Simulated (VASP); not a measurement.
Consider the following.

```xyz
5
Lattice="4.3876 0.0000 0.0000 -2.1938 3.7998 0.0000 0.0000 0.0000 7.2141" Properties=species:S:1:pos:R:3 pbc="T T T"
Sr     0.0000     0.0000     0.0000
Cd     0.0000     2.5332     4.5594
Cd     2.1938     1.2666     2.6547
As     2.1938     1.2666     5.4340
As     0.0000     2.5332     1.7801
```

Level of theory: LDA (Ceperley-Alder, Perdew-Zunger), VASP's LDA PAW potentials (set 64) (plane waves; VASP 6.6.1). Numerical set-up: 400 eV cut-off, 13×13×7 Γ-centred mesh, Gaussian smearing of 0.010 eV, potentials Sr_sv Cd As.

Estimate the energy per atom (σ→0).

The energy per atom (σ→0) is -365.3 kJ/mol of atoms.

Total energies compare only between runs with the same potentials, cut-off and functional.

The structure comes from a computed database's Cd2SrAs2 entry (P-3m1); how it stands against other phases isn't given here. It was relaxed first, which changed the volume by -7 %.
